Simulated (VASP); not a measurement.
Output of a VASP run:

### OUTCAR
```
 ion  position               nearest neighbor table
   1  0.987  0.987  0.987-   6 2.42   7 2.42   8 2.42   5 2.60
   2  0.513  0.513  0.987-   6 2.42   7 2.42   8 2.42   5 2.60
   3  0.513  0.987  0.513-   6 2.42   7 2.42   8 2.42   5 2.60
   4  0.987  0.513  0.513-   6 2.42   7 2.42   8 2.42   5 2.60
   5  0.250  0.250  0.250-   1 2.60   2 2.60   3 2.60   4 2.60
   6  0.750  0.750  0.250-   1 2.42   2 2.42   3 2.42   4 2.42
   7  0.750  0.250  0.750-   1 2.42   2 2.42   3 2.42   4 2.42
   8  0.250  0.750  0.750-   1 2.42   2 2.42   3 2.42   4 2.42
  LATTYP: Found a simple cubic cell.
 ALAT       =     5.6873074556
 Subroutine PRICEL returns:
 Original cell was already a primitive cell.
 Subroutine GETGRP returns: Found 24 space group operations
The static configuration has the point symmetry C_3v.
 The point group associated with its full space group is T_d .
The dynamic configuration has the point symmetry C_3v.
 Subroutine INISYM returns: Found 24 space group operations
 Subroutine IBZKPT returns following result:
 Found     10 irreducible k-points:

 Following reciprocal coordinates:
            Coordinates               Weight
  0.000000  0.000000  0.000000      1.000000
  0.250000  0.000000  0.000000      6.000000
  0.500000  0.000000  0.000000      3.000000
  0.250000  0.250000  0.000000     12.000000
  0.500000  0.250000  0.000000     12.000000
  0.500000  0.500000  0.000000      3.000000
  0.250000  0.250000  0.250000      8.000000
  0.500000  0.250000  0.250000     12.000000
  0.500000  0.500000  0.250000      6.000000
  0.500000  0.500000  0.500000      1.000000
 Subroutine IBZKPT_HF returns following result:
   k-points           NKPTS =     10   k-points in BZ     NKDIM =     64   number of bands    NBANDS=     21
   number of dos      NEDOS =    301   number of ions     NIONS =      8
   total plane-waves  NPLWV =  64000
   dimension x,y,z NGX =    40 NGY =   40 NGZ =   40
   dimension x,y,z NGXF=    80 NGYF=   80 NGZF=   80
   ions per type =               4   1   3
   PREC   = accura    normal or accurate (medium, high low for compatibility)
   ISTART =      1    job   : 0-new  1-cont  2-samecut
   ICHARG =      0    charge: 1-file 2-atom 10-const
   ISPIN  =      1    spin polarized calculation?
   LNONCOLLINEAR =      F non collinear calculations
   LSORBIT =      F    spin-orbit coupling
   INIWAV =      1    electr: 0-lowe 1-rand  2-diag
   ENCUT  =  400.0 eV  29.40 Ry    5.42 a.u.   9.27  9.27  9.27*2*pi/ulx,y,z
   NELM   =     60;   NELMIN=  2; NELMDL=  0     # of ELM steps
   EDIFF  = 0.1E-05   stopping-criterion for ELM
   LREAL  =      F    real-space projection
   NLSPLINE    = F    spline interpolate recip. space projectors
   LMAXMIX     =    4 max onsite mixed and CHGCAR
   VOSKOWN=      0    Vosko Wilk Nusair interpolation
   EDIFFG = 0.1E-04   stopping-criterion for IOM
   NSW    =      0    number of steps for IOM
   NBLOCK =      1;   KBLOCK =      1    inner block; outer block
   IBRION =     -1    ionic relax: 0-MD 1-quasi-New 2-CG
   NFREE  =      0    steps in history (QN), initial steepest desc. (CG)
   ISIF   =      2    stress and relaxation
   ISYM   =      3    0-nonsym 1-usesym 2-fastsym
   TEIN   =    0.0    initial temperature
   TEBEG  =    0.0;   TEEND  =   0.0 temperature during run
   SMASS  =  -3.00    Nose mass-parameter (am)
   PSTRESS=    0.0 pullay stress
   NELECT =      32.0000    total number of electrons
   EFERMI =   0.00;   METHOD = LEGACY
   ISMEAR =     0;   SIGMA  =   0.05  broadening in eV -4-tet -1-fermi 0-gaus
   IALGO  =     38    algorithm
   LDIAG  =      T    sub-space diagonalisation (order eigenvalues)
   IMIX   =      1    mixing-type and parameters
     AMIX     =   0.40;   BMIX     =  1.00
     AMIX_MAG =   1.60;   BMIX_MAG =  1.00
     AMIN     =   0.10
   GGA     = PE    functional components
   VOSKOWN =     0    Vosko Wilk Nusair interpolation
   LHFCALC =     T    Hartree Fock is set to
   NKREDX  =     1    reduce k-point grid by
   AEXX    =    0.2500 exact exchange contribution
   HFSCREEN=    0.2000 screening length (either q_TF or 0.3 A-1)
...
```

**OSZICAR**
```
       N       E                     dE             d eps       ncg     rms          rms(c)
DAV:   1    -0.453898103826E+02   -0.45390E+02   -0.39255E+00   535   0.106E+01    0.268E+01
DAV:   2    -0.454148626076E+02   -0.25052E-01   -0.80704E-02   476   0.189E+00    0.176E+01
DAV:   3    -0.454121173397E+02    0.27453E-02   -0.36668E-03   565   0.362E-01    0.110E+01
DAV:   4    -0.454108588630E+02    0.12585E-02   -0.53945E-04   493   0.127E-01    0.656E+00
DAV:   5    -0.454104221668E+02    0.43670E-03   -0.16075E-04   475   0.655E-02    0.389E+00
DAV:   6    -0.454102758565E+02    0.14631E-03   -0.48547E-05   470   0.374E-02    0.229E+00
DAV:   7    -0.454102287581E+02    0.47098E-04   -0.16487E-05   494   0.223E-02    0.134E+00
DAV:   8    -0.454102156164E+02    0.13142E-04   -0.55928E-06   470   0.132E-02    0.779E-01
DAV:   9    -0.454102131857E+02    0.24308E-05   -0.18727E-06   375   0.799E-03    0.456E-01
DAV:  10    -0.454102136968E+02   -0.51112E-06   -0.76238E-07   280   0.550E-03
   1 F= -.45410214E+02 E0= -.45410214E+02  d E =-.195705E-15
       N       E                     dE             ncg
```

**OUTCAR**
```
------------------------ aborting loop because EDIFF is reached ----------------------------------------
  FORCE on cell =-STRESS in cart. coord.  units (eV):
  Direction    XX          YY          ZZ          XY          YZ          ZX
  --------------------------------------------------------------------------------------
  Total       -2.3006422     -2.3006422     -2.3006422     -0.0000000      0.0000000     -0.0000000
  in kB      -20.0373161    -20.0373161    -20.0373161     -0.0000000      0.0000000     -0.0000000
  external PRESSURE =     -20.0373161 kB  Pullay stress =       0.0000000 kB
  volume of cell :      183.96
      direct lattice vectors                 reciprocal lattice vectors
     5.687307456  0.000000000  0.000000000     0.175830128  0.000000000  0.000000000
     0.000000000  5.687307456  0.000000000     0.000000000  0.175830128  0.000000000
     0.000000000  0.000000000  5.687307456     0.000000000  0.000000000  0.175830128
 POSITION                                       TOTAL-FORCE (eV/Angst)
 -----------------------------------------------------------------------------------
      5.61062      5.61062      5.61062         0.080620      0.080620      0.080620
      2.92034      2.92034      5.61062        -0.080620     -0.080620      0.080620
      2.92034      5.61062      2.92034        -0.080620      0.080620     -0.080620
      5.61062      2.92034      2.92034         0.080620     -0.080620     -0.080620
      1.42183      1.42183      1.42183        -0.000000      0.000000     -0.000000
      4.26548      4.26548      1.42183        -0.000000     -0.000000     -0.000000
      4.26548      1.42183      4.26548        -0.000000     -0.000000     -0.000000
      1.42183      4.26548      4.26548        -0.000000     -0.000000     -0.000000
 -----------------------------------------------------------------------------------
    total drift:                                0.000002      0.000000      0.000002
  FREE ENERGIE OF THE ION-ELECTRON SYSTEM (eV)
  ---------------------------------------------------
  free  energy   TOTEN  =       -45.4102136968 eV

  energy  without entropy=      -45.4102136968  energy(sigma->0) =      -45.41021370

  exchange ACFDT corr.  =         0.00000000  see jH, gK, PRB 81, 115126
```
(Selected blocks of OUTCAR.)

POSCAR:
```
Al4P3Sb
1
    5.6873074556     0.0000000000     0.0000000000
    0.0000000000     5.6873074556     0.0000000000
    0.0000000000     0.0000000000     5.6873074556
Al Sb P
4 1 3
Direct
  0.9865157980   0.9865157980   0.9865157980
  0.5134842020   0.5134842020   0.9865157980
  0.5134842020   0.9865157980   0.5134842020
  0.9865157980   0.5134842020   0.5134842020
  0.2500000000   0.2500000000   0.2500000000
  0.7500000000   0.7500000000   0.2500000000
  0.7500000000   0.2500000000   0.7500000000
  0.2500000000   0.7500000000   0.7500000000
```

Write an INCAR and KPOINTS that could have produced this output.

Several could match; the one computed here: the input of the run itself, HSE06 screened hybrid, plane waves, VASP's PBE PAW potentials (set 64).

File KPOINTS_OPT:
```
named points and PBE's band edges
5
Reciprocal
  0.000000   0.000000   0.000000 1 ! GAMMA
  0.500000   0.500000   0.500000 1 ! R
  0.500000   0.500000   0.000000 1 ! M
  0.000000   0.500000   0.000000 1 ! X
  0.000000   0.035710   0.000000 1 ! near an edge
```

**KPOINTS**
```
Automatic mesh
0
gamma
 4 4 4
```

INCAR:
```
SYSTEM = Al4P3Sb
PREC = Accurate
ENCUT = 400
EDIFF = 1E-6
NELM = 60
ALGO = Normal
LREAL = .FALSE.
LASPH = .TRUE.
ISMEAR = 0
SIGMA = 0.05
GGA = PE
HFSCREEN = 0.2
AEXX = 0.25
LHFCALC = .TRUE.
PRECFOCK = Fast
ISYM = 3
LMAXMIX = 4
LWAVE = .FALSE.
LCHARG = .FALSE.
ISIF = 2
```

POTCAR, in this order: Al Sb P (PBE.64 set). Program: vasp_std. Read from the step before: WAVECAR.

The structure was generated: Al4P3Sb was put into an ordered model structure (P-43m), which need not be its known phase. It was relaxed first.
